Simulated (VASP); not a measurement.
Consider the following.

```yaml
crystal:
  lattice:
    - [4.34111, 0.00000, 0.00000]
    - [0.00000, 4.34111, 0.00000]
    - [0.00000, 0.00000, 4.34111]
  atoms:
    - { symbol: Cs, position: [0.00000, 0.00000, 0.00000] }
    - { symbol: Cl, position: [0.50000, 0.50000, 0.50000] }
```

Method: revPBE GGA, VASP's PBE PAW potentials (set 64) (plane waves; VASP). Numerical set-up: 520 eV cut-off, Gaussian smearing of 0.050 eV, potentials Cs_sv Cl.

Unless said otherwise, spin-orbit coupling is left out, though it shifts the bands of the heavy elements here.

Q: Predict the band gap (along the path) with the smallest direct gap where there is one.

A: 
| Quantity | Value |
|---|---|
| band gap (along the path) | 4.88 eV |
| smallest direct gap (along the path) | 4.89 eV |

Total energies compare only between runs with the same potentials, cut-off and functional.

The compound is CsCl in the CsCl type structure. It was relaxed first, which changed the volume by +17 %.
